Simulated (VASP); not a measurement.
Data:

```xyz
2
Lattice="2.9433 0.0000 0.0000 0.0000 2.9433 0.0000 0.0000 0.0000 2.9433" Properties=species:S:1:pos:R:3 pbc="T T T"
Al     1.4716     1.4716     1.4716
Ru     0.0000     0.0000     0.0000
```

The numbers are results of PBE GGA with D3 dispersion (Becke-Johnson damping), VASP's PBE PAW potentials (set 64) (plane waves; VASP), not measurements. Settings: 520 eV cut-off, 12×12×12 Γ-centred mesh, first-order Methfessel-Paxton smearing of 0.10 eV, potentials Al Ru_pv.

Task: Give the stress tensor in GPa (positive for a compressed cell).

Result: 
```
6.97  0.00  0.00
0.00  6.97  0.00
0.00  0.00  6.97
```
The pressure is its mean diagonal, 6.97 GPa.

The compound is RuAl in the CsCl type structure. This cell is one point of a volume scan, at 0.97 of the reference volume. The electron count is odd and the run is not spin-polarised, which forces a metal.
